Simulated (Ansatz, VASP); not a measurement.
Mg3CdSe4 in VASP and in Ansatz

```
CELL_PARAMETERS angstrom
4.28406 0.00000 0.00000
0.00000 4.28406 0.00000
0.00000 0.00000 12.03726
ATOMIC_POSITIONS crystal
Mg 0.00000 0.00000 0.75461
Mg 0.50000 0.50000 0.00000
Mg 0.00000 0.00000 0.24539
Cd 0.50000 0.50000 0.50000
Se 0.50000 0.00000 0.12270
Se 0.00000 0.50000 0.36708
Se 0.50000 0.00000 0.63292
Se 0.00000 0.50000 0.87730
```

Alike in both runs: task single point; functional PBE; k mesh 4 × 4 × 2; occupations gaussian, width 0.1 eV; no spin polarisation.

|  | VASP | Ansatz |
| --- | --- | --- |
| version | VASP 6.6.1 | Ansatz 0.2.0 |
| potentials or method | VASP PAW PBE potentials, release 64 (Mg, Cd, Se) | scalar-relativistic, plane waves, PAW |
| plane-wave cutoff (eV) | 520 | 420 |
| valence electrons in the cell | 42 | 114 |

VASP gave:

* gap on the k mesh at the Fermi level (eV): 1.86
* least direct gap on the mesh (eV): 1.86
* pressure (GPa): 0.1
* largest component of the traceless stress (GPa): 0.07
* rms of the force components (eV/Å): 0.014

**Question.** Which values does Ansatz return?

**Answer.** gap on the k mesh at the Fermi level (eV): 1.86; least direct gap on the mesh (eV): 1.86; pressure (GPa): 0.0; largest component of the traceless stress (GPa): 0.08; rms of the force components (eV/Å): 0.003.

Atom by atom the forces differ by 0.010 eV/Å (rms over components). The two sets of potentials don't hold the same shells in valence.
